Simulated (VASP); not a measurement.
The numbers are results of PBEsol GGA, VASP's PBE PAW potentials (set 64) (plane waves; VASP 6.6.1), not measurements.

A VASP calculation is set up with these files.

INCAR:
```
! general
SYSTEM  = GaN
PREC    = Accurate
ENCUT   = 620
LREAL   = .FALSE.   ! projection in real space or not
LASPH   = .TRUE.

! electronic loop
EDIFF   = 1E-6
NELM    = 100   ! most electronic steps
ALGO    = Normal   ! blocked Davidson
LMAXMIX = 4

! smearing
ISMEAR  = 0   ! Gaussian
SIGMA   = 0.05

! functional
GGA     = PS

! ions
IBRION  = 2   ! conjugate gradients
NSW     = 40
ISIF    = 3
EDIFFG  = -0.02
PSTRESS = 50

! output
LWAVE   = .FALSE.
LCHARG  = .FALSE.
```

**POSCAR**
```
GaN
1.0
  0.0000000000   2.2481860463   2.2481860463
  2.2481860463   0.0000000000   2.2481860463
  2.2481860463   2.2481860463   0.0000000000
Ga N
1 1
Direct
  0.0000000000   0.0000000000   0.0000000000
  0.2500000000   0.2500000000   0.2500000000
```

### KPOINTS
```
Automatic mesh
0
Gamma
10 10 10
0 0 0
```

POTCAR, in this order: Ga_d N (PBE.64 set). Program: vasp_std.

What will the output report for the number of irreducible k-points (NKPTS), largest plane-wave count, number of space-group operations, FFT grid (NGX, NGY, NGZ)?

```json
{
  "number of irreducible k-points (NKPTS)": "47",
  "largest_plane_wave_count": "821",
  "number_of_space_group_operations": "24",
  "FFT grid (NGX, NGY, NGZ)": "28 × 28 × 28"
}
```

The structure was generated: GaN was put into the zinc blende type (F-43m), which need not be its known phase. This run relaxes it under an external pressure of 5 GPa. Symmetry was kept, so distortions that lower it aren't found.
